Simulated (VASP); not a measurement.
Output of a VASP run:

OUTCAR:
```
 ion  position               nearest neighbor table
   1  0.750  0.250  0.500-   2 3.08   2 3.08   2 3.08   2 3.08
   2  0.000  0.000  0.000-   1 3.08   1 3.08   1 3.08   1 3.08
  LATTYP: Found a body centered tetragonal cell.
 ALAT       =     5.9574987282
 C/A-ratio  =     0.5339810780
 Subroutine PRICEL returns:
 Original cell was already a primitive cell.
 Subroutine GETGRP returns: Found 16 space group operations
The static configuration has the point symmetry D_2d.
 The point group associated with its full space group is D_4h.
The dynamic configuration has the point symmetry D_2d.
 Subroutine INISYM returns: Found 16 space group operations
 Subroutine IBZKPT returns following result:
 Found    163 irreducible k-points:

 Following reciprocal coordinates:
            Coordinates               Weight
  0.000000  0.000000  0.000000      1.000000
  0.083333  0.000000 -0.000000      8.000000
  0.166667  0.000000 -0.000000      8.000000
  0.250000  0.000000  0.000000      8.000000
  0.333333  0.000000 -0.000000      8.000000
  0.416667  0.000000 -0.000000      8.000000
  0.500000  0.000000  0.000000      4.000000
  0.083333  0.083333 -0.000000      8.000000
  0.166667  0.083333 -0.000000     16.000000
  0.250000  0.083333 -0.000000     16.000000
  0.333333  0.083333 -0.000000     16.000000
  0.416667  0.083333 -0.000000     16.000000
  0.500000  0.083333 -0.000000     16.000000
 -0.416667  0.083333  0.000000     16.000000
 -0.333333  0.083333  0.000000     16.000000
 -0.250000  0.083333 -0.000000     16.000000
 -0.166667  0.083333  0.000000     16.000000
 -0.083333  0.083333  0.000000      4.000000
  0.166667  0.166667 -0.000000      8.000000
  0.250000  0.166667 -0.000000     16.000000
  0.333333  0.166667 -0.000000     16.000000
  0.416667  0.166667 -0.000000     16.000000
  0.500000  0.166667 -0.000000     16.000000
 -0.416667  0.166667  0.000000     16.000000
 -0.333333  0.166667 -0.000000     16.000000
 -0.250000  0.166667  0.000000     16.000000
 -0.166667  0.166667  0.000000      4.000000
  0.250000  0.250000 -0.000000      8.000000
  0.333333  0.250000 -0.000000     16.000000
  0.416667  0.250000 -0.000000     16.000000
  0.500000  0.250000 -0.000000     16.000000
 -0.416667  0.250000  0.000000     16.000000
 -0.333333  0.250000  0.000000     16.000000
 -0.250000  0.250000  0.000000      4.000000
  0.333333  0.333333 -0.000000      8.000000
  0.416667  0.333333 -0.000000     16.000000
  0.500000  0.333333 -0.000000     16.000000
 -0.416667  0.333333  0.000000     16.000000
 -0.333333  0.333333  0.000000      4.000000
  0.416667  0.416667 -0.000000      8.000000
   k-points           NKPTS =    163   k-points in BZ     NKDIM =    163   number of bands    NBANDS=      9
   number of dos      NEDOS =    301   number of ions     NIONS =      2
   total plane-waves  NPLWV =  27000
   dimension x,y,z NGX =    30 NGY =   30 NGZ =   30
   dimension x,y,z NGXF=    60 NGYF=   60 NGZF=   60
   ions per type =               2
   PREC   = accura    normal or accurate (medium, high low for compatibility)
   ISTART =      0    job   : 0-new  1-cont  2-samecut
   ICHARG =      2    charge: 1-file 2-atom 10-const
   ISPIN  =      1    spin polarized calculation?
   LNONCOLLINEAR =      F non collinear calculations
   LSORBIT =      F    spin-orbit coupling
   INIWAV =      1    electr: 0-lowe 1-rand  2-diag
   ENCUT  =  400.0 eV  29.40 Ry    5.42 a.u.   7.34  7.34  7.34*2*pi/ulx,y,z
   NELM   =    100;   NELMIN=  2; NELMDL= -5     # of ELM steps
   EDIFF  = 0.1E-05   stopping-criterion for ELM
   LREAL  =      F    real-space projection
   NLSPLINE    = F    spline interpolate recip. space projectors
   LMAXMIX     =    4 max onsite mixed and CHGCAR
   VOSKOWN=      0    Vosko Wilk Nusair interpolation
   EDIFFG = -.1E-01   stopping-criterion for IOM
   NSW    =     60    number of steps for IOM
...
```

File OSZICAR:
```
       N       E                     dE             d eps       ncg     rms          rms(c)
DAV:   1     0.247632811489E+02    0.24763E+02   -0.30091E+03  2934   0.671E+02
DAV:   2    -0.776103484255E+01   -0.32524E+02   -0.31707E+02  4132   0.111E+02
DAV:   3    -0.892484497680E+01   -0.11638E+01   -0.11358E+01  3599   0.231E+01
DAV:   4    -0.893527994619E+01   -0.10435E-01   -0.10381E-01  3347   0.241E+00
DAV:   5    -0.893536455858E+01   -0.84612E-04   -0.84595E-04  3269   0.239E-01    0.264E+00
DAV:   6    -0.893082818834E+01    0.45364E-02   -0.97338E-04  3270   0.245E-01    0.156E+00
DAV:   7    -0.892775511174E+01    0.30731E-02   -0.24468E-03  3058   0.375E-01    0.573E-02
DAV:   8    -0.892776116358E+01   -0.60518E-05   -0.52706E-05  3232   0.644E-02    0.865E-03
DAV:   9    -0.892776127011E+01   -0.10654E-06   -0.10681E-06  1948   0.993E-03
   1 F= -.89277613E+01 E0= -.89277018E+01  d E =-.892776E+01
```

### OUTCAR
```
------------------------ aborting loop because EDIFF is reached ----------------------------------------
  FORCE on cell =-STRESS in cart. coord.  units (eV):
  Direction    XX          YY          ZZ          XY          YZ          ZX
  --------------------------------------------------------------------------------------
  Total        0.0029940      0.0029940      0.0174282      0.0000000      0.0000000      0.0000000
  in kB        0.0849731      0.0849731      0.4946255      0.0000000      0.0000000      0.0000000
  external PRESSURE =       0.2215239 kB  Pullay stress =       0.0000000 kB
  volume of cell :       56.45
      direct lattice vectors                 reciprocal lattice vectors
    -2.978749364  2.978749364  1.590595796     0.000000000  0.167855680  0.314347618
     2.978749364 -2.978749364  1.590595796     0.167855680  0.000000000  0.314347618
     2.978749364  2.978749364 -1.590595796     0.167855680  0.167855680  0.000000000
 POSITION                                       TOTAL-FORCE (eV/Angst)
 -----------------------------------------------------------------------------------
      0.00000      2.97875      0.79530         0.000000     -0.000000      0.000000
      0.00000      0.00000      0.00000        -0.000000      0.000000     -0.000000
 -----------------------------------------------------------------------------------
    total drift:                                0.000000     -0.000000      0.000000
  FREE ENERGIE OF THE ION-ELECTRON SYSTEM (eV)
  ---------------------------------------------------
  free  energy   TOTEN  =        -8.9277612701 eV

  energy  without entropy=       -8.9275829597  energy(sigma->0) =       -8.92770183

 reached required accuracy - stopping structural energy minimisation
```
(Selected blocks of OUTCAR.)

File POSCAR:
```
Sb
1
   -2.9787493641     2.9787493641     1.5905957965
    2.9787493641    -2.9787493641     1.5905957965
    2.9787493641     2.9787493641    -1.5905957965
Sb
2
Direct
  0.7500000000   0.2500000000   0.5000000000
  0.0000000000   0.0000000000   0.0000000000
```

Task: Reconstruct the remaining input files.

Result: Several could match; the one computed here: the input of the run itself, PBEsol GGA, plane waves, VASP's PBE PAW potentials (set 64).

INCAR:
```
! general
SYSTEM =Sb
PREC   =Accurate
ENCUT  =400
LREAL  =.FALSE.
LASPH  =.TRUE.

! electronic loop
EDIFF  =1E-6
NELM   =100
ALGO   =Normal
LMAXMIX=4

! smearing
ISMEAR =1
SIGMA  =0.1

! functional
GGA    =PS

! ions
IBRION =2
NSW    =60
ISIF   =3
EDIFFG =-0.01

! output
LWAVE  =.FALSE.
LCHARG =.FALSE.
```

### KPOINTS
```
Automatic mesh
0
Gamma
12 12 12
0 0 0
```

POTCAR, in this order: Sb (PBE.64 set). Program: vasp_std.

The structure was generated: Sb was put into the beta-Sn type (I4_1/amd), which need not be its known phase. It was relaxed first. The start is the result of an earlier pass.
